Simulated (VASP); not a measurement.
# A VASP study of AlNi (PBE + D3(BJ)): structure first, properties next, part 6 of 6

Wanted: the relaxed cell of AlNi and its properties. The start is a cell from a database of measured crystal structures.

VASP 6.6.1, plane waves and PAW; the level of theory is named at each step.

Still holding for the runs below: This run allows spin, but its moments start at zero, where symmetry between the spins tends to hold them, which is where the search above led. Its electron count is odd, so without a moment it is a metal by construction. The k-mesh is coarse for a metal.

So far. Step 11 (Density of states (PBE + D3(BJ))): The finer mesh and the other smearing move the Fermi level by -0.15 eV from the 7×7×7 run, one measure of the sampling error in the zero of the bands above. Of the states within 0.3 eV of the Fermi level, the largest shares in the PAW spheres are Ni d 60 %, Ni p 10 % and Al p 6 %. The rest lies in smaller channels or between the spheres. The relaxed cell has a = 2.855 Å (conventional setting).

The database entry behind the starting cell differs from later determinations by our own check (about 0.2 % short), so it need not match the best structure at ambient conditions.

### Step 13. Field gradients at the nuclei (PBE + D3(BJ))

Level of this step: PBE with D3(BJ), zero-moment start; plane waves and PAW (Al, Ni) (VASP).

Field gradients probe how far the charge around each nucleus departs from cubic symmetry; LASPH keeps the non-spherical terms inside the spheres.

INCAR reads:

```
SYSTEM = AlNi
PREC = Accurate
ENCUT = 400
EDIFF = 1E-07
NELM = 100
ISMEAR = 1
SIGMA = 0.2
LREAL = .FALSE.
ALGO = Normal
GGA = PE
IVDW = 12
NBANDS = 13
ISPIN = 2
MAGMOM = 0 0
LASPH = .TRUE.
LMAXMIX = 4
LORBIT = 11
LWAVE = .FALSE.
LCHARG = .FALSE.
KPAR = 4
LEFG = .TRUE.
```

POSCAR reads:

```
AlNi
1.0
    2.8552291790      0.0000000000      0.0000000000
    0.0000000000      2.8552291790      0.0000000000
    0.0000000000      0.0000000000      2.8552291790
Al Ni
1 1
Direct
    0.0000000000      0.0000000000      0.0000000000
    0.5000000000      0.5000000000      0.5000000000
```

KPOINTS reads:

```
Automatic mesh
0
Gamma
7 7 7
0 0 0
```

The projector-augmented-wave data sets are Al and Ni (PBE family, release 64).

Run with:

```
> mpirun -np 4 vasp_std
```

Log:

```text
[... set-up lines as in an earlier step ...]
 entering main loop
       N       E                     dE             d eps       ncg     rms          rms(c)
[... 11 cycles as in an earlier step ...]
DAV:  12    -0.105350575258E+02    0.20585E-05   -0.64401E-06  1336   0.374E-02    0.466E-03
DAV:  13    -0.105350572025E+02    0.32330E-06   -0.21651E-07   914   0.521E-03    0.256E-03
DAV:  14    -0.105350571075E+02    0.94946E-07   -0.43785E-08   630   0.219E-03
ion   1
     0.0000000    -0.0000000    -0.0000000    -0.0000000     0.0000000     0.0000000
     0.0000349    -0.0000000    -0.0000000    -0.0000000     0.0000000     0.0000000
     0.0000480    -0.0000000    -0.0000000    -0.0000000     0.0000000     0.0000000
     0.0000661    -0.0000000    -0.0000000    -0.0000000     0.0000000     0.0000000
     0.0000910    -0.0000000    -0.0000000    -0.0000000     0.0000000     0.0000000

     0.0000000    -0.0000000    -0.0000000    -0.0000000     0.0000000     0.0000000
     0.0000349    -0.0000000    -0.0000000    -0.0000000     0.0000000     0.0000000
     0.0000480    -0.0000000    -0.0000000    -0.0000000     0.0000000     0.0000000
     0.0000661    -0.0000000    -0.0000000    -0.0000000     0.0000000     0.0000000
     0.0000910    -0.0000000    -0.0000000    -0.0000000     0.0000000     0.0000000

ion   2
     0.0000000     0.0000000    -0.0000000     0.0000000     0.0000000    -0.0000000
     0.0000452     0.0000000    -0.0000000     0.0000000     0.0000000    -0.0000000
     0.0000622     0.0000000    -0.0000000     0.0000000     0.0000000    -0.0000000
     0.0000857     0.0000000    -0.0000000     0.0000000     0.0000000    -0.0000000
     0.0001180     0.0000000    -0.0000000     0.0000000     0.0000000    -0.0000000

     0.0000000     0.0000000    -0.0000000     0.0000000     0.0000000    -0.0000000
     0.0000452     0.0000000    -0.0000000     0.0000000     0.0000000    -0.0000000
     0.0000622     0.0000000    -0.0000000     0.0000000     0.0000000    -0.0000000
     0.0000857     0.0000000    -0.0000000     0.0000000     0.0000000    -0.0000000
     0.0001180     0.0000000    -0.0000000     0.0000000     0.0000000    -0.0000000

   1 F= -.11446028E+02 E0= -.11445508E+02  d E =-.155787E-02  mag=     0.0000
```

Wall time 3 s (4 MPI ranks of Intel Xeon 6975P-C (Granite Rapids), shared host); peak memory 0.51 GiB.

From OUTCAR (step 13):

```text
   NELECT =      13.0000    total number of electrons

 E-fermi :  10.5619

 k-point     2 :       0.1429    0.0000    0.0000
  band No.  band energies     occupation
    ...
      2       6.9986      1.00000
      3       7.1397      1.00000
      4       8.6599      1.00000
      5       8.6599      1.00000
      6       8.8342      1.00000
      7      13.3842     -0.00000
      8      16.4967      0.00000
      9      16.4967      0.00000
     10      18.6189      0.00000
     11      20.8206      0.00000
    ...

 Edisp (eV)   -0.91097

  Total      -0.00393    -0.00393    -0.00393    -0.00000    -0.00000    -0.00000
  in kB      -0.27085    -0.27085    -0.27085    -0.00000    -0.00000    -0.00000
  external pressure =       -0.27 kB  Pullay stress =        0.00 kB

  FREE ENERGIE OF THE ION-ELECTRON SYSTEM (eV)
  ---------------------------------------------------
  free  energy   TOTEN  =       -11.4460276053 eV

  energy  without entropy=      -11.4444697336  energy(sigma->0) =      -11.44550831

 Electric field gradients after diagonalization (V/A^2)
 (convention: |V_zz| > |V_xx| > |V_yy|)
----------------------------------------------------------------------
 ion       V_xx      V_yy      V_zz     asymmetry (V_yy - V_xx)/ V_zz
----------------------------------------------------------------------
   1      -0.000    -0.000     0.000       0.580
   2      -0.000    -0.000    -0.000      -0.746
----------------------------------------------------------------------

 magnetization (x)
# of ion       s       p       d       tot
------------------------------------------
    1        0.000   0.000   0.000   0.000
    2       -0.000   0.000   0.000   0.000
--------------------------------------------------
tot          0.000   0.000   0.000   0.000

[... 12 parts as in an earlier step ...]

[... 8 further parts left out ...]
```

This step gave:

```
SCF cycles           : 14
irreducible k-points : 20
free energy (TOTEN)  : -11.45 eV
Fermi energy         : 10.56 eV
pressure             : -0.02708 GPa
```

Electric field gradients, by row:

```tsv
atom	Vxx (V/Å²)	Vyy (V/Å²)	Vzz (V/Å²)	asymmetry
Al1	0	0	0	-
Ni2	0	0	0	-
```

All gradients vanish within the noise.

The run ends at a pressure of -0.03 GPa.

### Step 14. Summary of results

```yaml
relaxed_volume: 11.64 Å³/atom
relaxed_conventional_cell_a_b_c: 2.855, 2.855, 2.855 Å
space_group_after_relaxing_within_0p02_a: Pm-3m (No. 221)
moment_of_the_cell: 0 μB
band_gap: none, a metal
dos_at_the_fermi_level: 0.859 states/eV/cell
highest_zone_centre_mode: 312 cm⁻¹
largest_field_gradient_vzz: zero within the noise on all sites
```

**Reading.** With PBE + D3(BJ), AlNi relaxes to 11.64 Å³/atom in space group Pm-3m (held by the symmetry of the run) and comes out as a metal. Against the listed cell the volume lies -2.7 %. At PBE + D3(BJ) the magnetic starts gave no state below the non-magnetic one; other levels were not tested for magnetism. Band structure (PBE + D3(BJ)): Of the bands kept, 2 cross the Fermi level on this path. Vibrations at Γ (PBE + D3(BJ)): The highest mode in this list at Γ, 312.4 cm⁻¹, has its largest share on Al (69 % of the kinetic energy). The k-sampling is coarse for a metal, so the Fermi level, pressures and the shape of the cell carry errors. With an odd electron count and no spin the cell is a metal by construction. Modes at Γ alone can't show that the crystal is stable at other wave vectors. No search among competing phases was made, and a listed structure need not be the one stable at ambient conditions. All values are for a static lattice at zero temperature.

[Lines on the potential files, build, host, timing and source positions are cut from VASP's logs without a mark.]

[Logs are printed without paths, hosts, clocks, repeated set-up lines and the standing remarks that a program may print on its own settings, such as how far it seeks lower states.]

[Hosts, paths, dates, database ids (printed as entryN), source tags and the programs' standing remarks are cut or masked in the printed files.]

[A measured line is paired with the nearest computed mode of its activity, which favours agreement.]

[In band tables of VASP the shares of atoms and orbitals are scaled to a sum of 1 inside the atoms' spheres.]
